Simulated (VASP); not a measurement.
Here is a VASP 6.6.1 calculation.

The input run.py:

```python
from ase.calculators.vasp import Vasp
from ase.dft.bandgap import bandgap
from ase.io import read

atoms = read('CsBa3.xyz')
calc = Vasp(
    directory='calc',
    xc='lda',
    pp='LDA',
    setups='gw',
    prec='Accurate',
    encut=550,
    ediff=1e-06,
    ismear=0,
    sigma=0.1,
    lreal=False,
    lasph=True,
    nelm=80,
    algo='Normal',
    isif=2,
    lwave=False,
    lcharg=False,
    kpts=[6, 6, 6],
    gamma=True,
)
atoms.calc = calc

print('energy (eV):', atoms.get_potential_energy())
print('free energy (eV):', atoms.get_potential_energy(force_consistent=True))
print('forces (eV/A):')
print(atoms.get_forces())
print('stress (eV/A^3, Voigt):', atoms.get_stress())
print('Fermi level (eV):', calc.get_fermi_level())
gap, top, bottom = bandgap(calc)
print('band gap (eV):', gap, 'from (spin, k, band)', top, 'to', bottom)
```

Contents of CsBa3.xyz:

```xyz
4
Lattice="-3.2464710000 3.2464710000 6.8033830000 3.2464710000 -3.2464710000 6.8033830000 3.2464710000 3.2464710000 -6.8033830000" Properties=species:S:1:pos:R:3 pbc="T T T"
Ba     0.0000000000      0.0000000000      6.8033830000
Ba     3.2464710000      0.0000000000      3.4016915000
Ba     0.0000000000      3.2464710000      3.4016915000
Cs     0.0000000000      0.0000000000      0.0000000000
```

Potentials or basis: VASP PAW LDA potentials, release 64 (Ba_sv_GW, Cs_sv_GW).

The run is started by

```sh
$ python run.py
```

(1) What does it give for the pressure?

(2) Estimate the band gap on the k mesh.

Results:

(1) -1.0 GPa.

(2) none (metal or under the smearing width).
